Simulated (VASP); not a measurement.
A run of VASP 6.6.1 is set up as follows.

The input INCAR:

```
  PREC = Accurate
  ENCUT = 520
  EDIFF = 1E-6
  ISMEAR = 0
  SIGMA = 0.05
  LREAL = F
  LASPH = T
  NELM = 60
  ALGO = Normal
  ISIF = 2
  LWAVE = F
  LCHARG = F
  GGA = PE
  NBANDS = 20
```

Contents of KPOINTS:

```
regular mesh
0
Gamma
  4 4 4
```

POSCAR

```
KHgH3
1.0
    4.1128861501      0.0000000000      0.0000000000
    0.0000000000      4.1128861501      0.0000000000
    0.0000000000      0.0000000000      4.1128861501
K Hg H
1 1 3
Direct
    0.0000000000      0.0000000000      0.0000000000
    0.5000000000      0.5000000000      0.5000000000
    0.5000000000      0.5000000000      0.0000000000
    0.5000000000      0.0000000000      0.5000000000
    0.0000000000      0.5000000000      0.5000000000
```

Potentials or basis: VASP PAW PBE potentials, release 64 (K_sv, Hg, H).

The run is started by

```bash
$ cat potpaw_PBE.64/K_sv/POTCAR potpaw_PBE.64/Hg/POTCAR potpaw_PBE.64/H/POTCAR > POTCAR
$ mpirun -np 1 vasp_std > vasp.out
```

Task: Predict the pressure.

Result: 0.1 GPa.

Task: Estimate the band gap on the k mesh.

Result: None (metal or under the smearing width).

Caveat: the k mesh is coarse (spacing up to 0.38 Å⁻¹), so the values aren't converged. Spin-orbit coupling is left out, which matters for the levels of Hg.
